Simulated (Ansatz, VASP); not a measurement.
**BaMg6Cu: VASP beside Ansatz**

File run.py:

```python
from ase.calculators.vasp import Vasp
from ase.dft.bandgap import bandgap
from ase.io import read

atoms = read('BaMg6Cu.cif')
calc = Vasp(
    directory='calc',
    xc='lda',
    pp='LDA',
    setups={'base': 'minimal', 'Ba': '_sv_GW', 'Cu': '_GW', 'Mg': '_GW'},
    prec='Accurate',
    encut=550,
    ediff=1e-06,
    ismear=0,
    sigma=0.1,
    lreal=False,
    lasph=True,
    nelm=60,
    algo='Fast',
    isif=2,
    lwave=False,
    lcharg=False,
    kpts=[6, 5, 5],
    gamma=True,
)
atoms.calc = calc

print('energy (eV):', atoms.get_potential_energy())
print('free energy (eV):', atoms.get_potential_energy(force_consistent=True))
print('forces (eV/A):')
print(atoms.get_forces())
print('stress (eV/A^3, Voigt):', atoms.get_stress())
print('Fermi level (eV):', calc.get_fermi_level())
gap, top, bottom = bandgap(calc)
print('band gap (eV):', gap, 'from (spin, k, band)', top, 'to', bottom)
```

The input BaMg6Cu.cif:

```cif
data_BaMg6Cu
_cell_length_a 4.98936000
_cell_length_b 7.64089304
_cell_length_c 7.64089304
_cell_angle_alpha 46.91592392
_cell_angle_beta 90.00000000
_cell_angle_gamma 90.00000000
_space_group_name_H-M_alt 'P1'
_space_group_name_Hall 'P 1'
_space_group_IT_number 1
loop_
_space_group_symop_operation_xyz
'x,y,z'
loop_
_atom_site_label
_atom_site_type_symbol
_atom_site_symmetry_multiplicity
_atom_site_Wyckoff_symbol
_atom_site_fract_x
_atom_site_fract_y
_atom_site_fract_z
_atom_site_occupancy
Ba1 Ba 1 a 0.5000000000 0.7065930000 0.7065930000 1
Cu1 Cu 1 a 0.5000000000 0.0978470000 0.0978470000 1
Mg1 Mg 1 a 0.0000000000 0.8737060000 0.8737060000 1
Mg2 Mg 1 a 0.0000000000 0.2897490000 0.2897490000 1
Mg3 Mg 1 a 0.0000000000 0.3144170000 0.8329410000 1
Mg4 Mg 1 a 0.0000000000 0.8329410000 0.3144170000 1
Mg5 Mg 1 a 0.5000000000 0.1990300000 0.6857140000 1
Mg6 Mg 1 a 0.5000000000 0.6857140000 0.1990300000 1
```

input.yaml

```yaml
crystal:
  lattice:
    - [4.98936, 0.0, 0.0]
    - [0.0, 3.041657, 7.0093915]
    - [0.0, -3.041657, 7.0093915]
  atoms:
    - { symbol: Ba, position: [0.5, 0.706593, 0.706593] }
    - { symbol: Cu, position: [0.5, 0.097847, 0.097847] }
    - { symbol: Mg, position: [0.0, 0.873706, 0.873706] }
    - { symbol: Mg, position: [0.0, 0.289749, 0.289749] }
    - { symbol: Mg, position: [0.0, 0.314417, 0.832941] }
    - { symbol: Mg, position: [0.0, 0.832941, 0.314417] }
    - { symbol: Mg, position: [0.5, 0.19903, 0.685714] }
    - { symbol: Mg, position: [0.5, 0.685714, 0.19903] }
hamiltonian:
  xc: lda
  pseudopotentials: { kind: paw }
kpoints:
  mp_grid: { grid: [6, 5, 5] }
scf:
  occupations: { method: gaussian, width: 0.1 }
output:
  forces: true
  stress: true
  eigenvalues: true
```

The cell comes from a database or a generator and needn't be the stable form of this composition.

Alike in both runs: task single point; functional LDA; k mesh 6 × 5 × 5; occupations gaussian, width 0.1 eV; no spin polarisation.

```csv
,VASP,Ansatz
version,VASP 6.6.1,Ansatz 0.2.0
potentials or method,"VASP PAW LDA potentials, release 64 (Ba_sv_GW, Cu_GW, Mg_GW)",Ansatz PAW
plane-wave cutoff (eV),550,420
valence electrons in the cell,33,89
```

Ansatz gave:

```
gap on the k mesh at the Fermi level (eV)       : none
pressure (GPa)                                  : -2.2
largest component of the traceless stress (GPa) : 0.17
rms of the force components (eV/Å)              : 0.065
```

Task: What did VASP give for the same quantities?

Result: gap on the k mesh at the Fermi level (eV): none; pressure (GPa): -2.3; largest component of the traceless stress (GPa): 0.14; rms of the force components (eV/Å): 0.063.

A gap of «none» marks a metal or a gap that the smearing closes. The two sets of potentials don't hold the same shells in valence.

Caveats: the PAW data sets come from PBE, with cores solved anew for the run's functional, which leaves a small shift of forces and pressure (Ansatz). The runs have no spin-orbit coupling, so splittings on Ba are missing.
